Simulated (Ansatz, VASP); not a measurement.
# TaN: VASP beside Ansatz, part 2 of 2

Aim: how closely do two programs agree when they are given the same cell, functional and k mesh? Of the first pair: The structure shown is the end of the Ansatz relaxation below.

VASP 6.6.1 and Ansatz 0.2.0.

So far. Step 3 (VASP: single point, LDA): The run ends at a pressure of 5.99 GPa.

## Step 5: Ansatz: zone-centre phonons, LDA

Level of this step: Ansatz beside VASP: Kohn-Sham DFT, plane waves, LDA (Ansatz).

Second derivatives magnify differences that forces hide, and they need a tight electronic threshold. The cell compared in this pair holds 18.78 Å³, against 20.65 Å³ for the pair before.

The cell is taken from a series of runs on this material, whose earlier steps may have relaxed, scaled, displaced or heated it; both programs get it as it stands.

Input file input.yaml:

```yaml
crystal:
  lattice:
    - [2.7994941954, 0.0, 0.0]
    - [-1.3997470977, 2.424433091, 0.0]
    - [0.0, 0.0, 2.7664929499]
  atoms:
    - { symbol: "N", position: [0.6666666667, 0.3333333333, 0.0] }
    - { symbol: Ta, position: [0.0, 0.0, 0.5] }
kpoints:
  mp_grid: { grid: [18, 18, 16] }
hamiltonian:
  xc: lda
  pseudopotentials: { kind: paw, azcp: { folder: soft_1 }, xc_functional: pbe }
scf:
  occupations: { method: methfessel_paxton, width: 0.2 }
output:
  eigenvalues: true
phonons:
  method: dfpt
```

Command:

```sh
ansatz run input.yaml --threads 4 --pin off --max-ram 10240MiB --backend cpu --events-out ev --progress --plain --runs-dir out
```

Numbers of over 12 decimals in the logs are rounded to 6 here.

Output:

```text
zone centre: on kpoints.mp_grid the ground state, and the responses unless they are solved on pairs of k-points, stand on 819 of the mesh's 5184 k-points, reduced under 4 symmetry operations, with k and −k counted as one. Each operation leaves every solved displacement unchanged or reverses it
[...]
Crystal: 2 atoms, lattice volume = 18.777 Å³
[...]
k mesh reduced under 4 symmetry operations, with k and −k counted as one. Each operation leaves every solved displacement unchanged or reverses it
  ASR residual: 1.049e-4 → 0.000e0 eV/Å²; symmetrization residual: 2.738e-6 eV/Å²
  ASR residual per site (eV/Å²): 1.05e-4 6.26e-5
  Γ frequencies (cm⁻¹): 0.00 0.00 0.00 634.35 634.35 703.22
  non-analytic LO–TO correction: not included (Born effective charges unavailable; polar crystals: no LO–TO splitting at Γ)
[key lines of the parts left out:]
SCF converged after 8 iterations
Free energy (F): -10059.735320 eV
Fermi energy:    22.956940 eV
```

## Step 6: VASP: zone-centre phonons, LDA

The same cell, functional (in two slightly different forms), mesh and smearing now go to VASP, with its own data sets.

Input file INCAR:

```
SYSTEM = TaN
PREC = Accurate
ENCUT = 600
EDIFF = 1E-08
NELM = 120
ISMEAR = 1
SIGMA = 0.2
LREAL = .FALSE.
ALGO = Normal
GGA = CA
NBANDS = 14
LASPH = .TRUE.
LORBIT = 11
LWAVE = .FALSE.
LCHARG = .FALSE.
ISIF = 2
IBRION = 8
GGA_COMPAT = .FALSE.
KPAR = 2
```

Input file POSCAR:

```
TaN
1.0
    2.7994941954      0.0000000000      0.0000000000
   -1.3997470977      2.4244330910      0.0000000000
    0.0000000000      0.0000000000      2.7664929499
N Ta
1 1
Direct
    0.6666666667      0.3333333333      0.0000000000
    0.0000000000      0.0000000000      0.5000000000
```

Input file KPOINTS:

```
Automatic mesh
0
Gamma
18 18 16
0 0 0
```

Potentials, in the order of the species: N and Ta_pv (LDA family, release 64).

Command:

```sh
mpirun -np 2 vasp_std
```

Output:

```text
[... set-up lines as in an earlier step ...]
 entering main loop
       N       E                     dE             d eps       ncg     rms          rms(c)
DAV:   1     0.101648741281E+03    0.10165E+03   -0.98711E+03  9332   0.136E+03
DAV:   2    -0.237182301909E+02   -0.12537E+03   -0.11902E+03 11226   0.341E+02
DAV:   3    -0.268881227285E+02   -0.31699E+01   -0.31543E+01 10626   0.511E+01
DAV:   4    -0.269011357873E+02   -0.13013E-01   -0.13011E-01 11574   0.358E+00
[...]
DAV:  12    -0.243854624920E+02   -0.64902E-06   -0.10447E-05 10710   0.308E-02    0.303E-03
DAV:  13    -0.243854624810E+02    0.10958E-07   -0.39027E-08 11880   0.199E-03    0.277E-03
DAV:  14    -0.243854624734E+02    0.75952E-08   -0.84988E-09  7248   0.103E-03
   1 F= -.24385462E+02 E0= -.24385655E+02  d E =0.576447E-03
 Linear response reoptimize wavefunctions to high precision
DAV:   1    -0.243854624733E+02    0.77307E-10   -0.86742E-10  7680   0.372E-04
 Linear response DOF=           4
 Linear response progress:
  Degree of freedom:   1/  4
[...]
RMM:  12    -0.151922865548E+00   -0.19537E-07    0.67128E-08 85915   0.442E-05    0.148E-06
RMM:  13    -0.151922896408E+00   -0.30860E-07    0.46383E-08 81928   0.249E-05    0.465E-07
RMM:  14    -0.151922899908E+00   -0.35002E-08    0.19983E-08 71487   0.131E-05    0.595E-07
 first order change of Fermi-energy  -0.45255E-05
 force on displaced ion       2 direction 1 : -19.480   0.001   0.000
 Linear response progress:
  Degree of freedom:   4/  4
       N       E                     dE             d eps       ncg     rms          rms(c)
RMM:   1    -0.145851009877E+00   -0.14585E+00    0.10005E+01 15018   0.235E+01
RMM:   2    -0.174876517915E+00   -0.29026E-01   -0.26490E-02 22132   0.145E+00    0.147E-01
RMM:   3    -0.174330061883E+00    0.54646E-03   -0.18851E-03 26002   0.303E-01    0.785E-02
RMM:   4    -0.173928529754E+00    0.40153E-03   -0.18076E-04 26868   0.974E-02    0.217E-02
[...]
RMM:  11    -0.173820696412E+00   -0.32064E-07   -0.18767E-07 31765   0.946E-05    0.296E-06
RMM:  12    -0.173820721970E+00   -0.25558E-07   -0.93691E-08 28349   0.518E-05    0.303E-06
RMM:  13    -0.173820718383E+00    0.35866E-08   -0.56965E-08 24309   0.286E-05    0.428E-06
 first order change of Fermi-energy  -0.16812E-02
 force on displaced ion       2 direction 3 :   0.000   0.000 -23.982
 Linear response finished
```

OUTCAR, selected parts (step 6):

```text
  Total        6.2148614      6.2148614      6.2600487      0.0000000      0.0000000      0.0000000
  in kB      530.3012966    530.3012966    534.1570323      0.0000000      0.0000000      0.0000000
  external PRESSURE =     531.5865418 kB  Pullay stress =       0.0000000 kB

 POSITION                                       TOTAL-FORCE (eV/Angst)
 -----------------------------------------------------------------------------------
      1.39975      0.80814      0.00000         0.000000      0.000000      0.000000
      0.00000      0.00000      1.38325        -0.000000      0.000000      0.000000
 -----------------------------------------------------------------------------------
    total drift:                               -0.000000      0.000000      0.000000

[... 1 part as in an earlier step ...]

[... 1 further part left out ...]
```

Energies printed during the response cycles are not total energies of the cell.

## Step 7: Side by side

What differs besides the data sets and the points named for the pairs above, as far as they apply: the data sets hold 18 valence electrons in Ansatz (on its PAW soft_1 files) and 16 in VASP. Total energies have different zeros and are not compared.

Both answers:

| quantity | Ansatz | VASP | difference |
| --- | --- | --- | --- |
| optical mode 1 to 2 (cm⁻¹) | 634.4 | 638.3 | -0.62 % |
| optical mode 3 (cm⁻¹) | 703.2 | 708.4 | -0.72 % |

Modes are paired by rising frequency, not by their patterns, so a pair may set unlike modes beside each other; they are those without the splitting of longitudinal modes.

## Step 8: What came out

* difference in pressure (single point, LDA): -2.1 GPa
* r.m.s. difference of the optical zone-centre modes, each program's sorted by frequency (zone-centre phonons, LDA): 4.4 cm⁻¹
* difference in optical mode 3 (zone-centre phonons, LDA): -0.7 %

In words: The difference in pressure is -2.1 GPa (single point, LDA), beyond the 1 GPa picked in this series as the mark of a large difference. The data sets hold unlike numbers of valence electrons (18 in Ansatz and 16 in VASP), so part of the differences comes from the potentials. What causes the difference of the single point, LDA pair stays open here. Among the rows given in per cent, the largest difference of the zone-centre phonons, LDA pair is in optical mode 3, -0.7 %. Such differences can come from data sets, numerical settings and the points named under the comparisons, not from the functional's error against experiment.

[Lines on the potential files, build, host, timing and source positions are cut from VASP's logs without a mark.]

[Logs are printed without paths, hosts, clocks, repeated set-up lines and the standing remarks that a program may print on its own settings, such as how far it seeks lower states.]

[Hosts, paths, dates, database ids (printed as entryN), source tags and the programs' standing remarks are cut or masked in the printed files.]
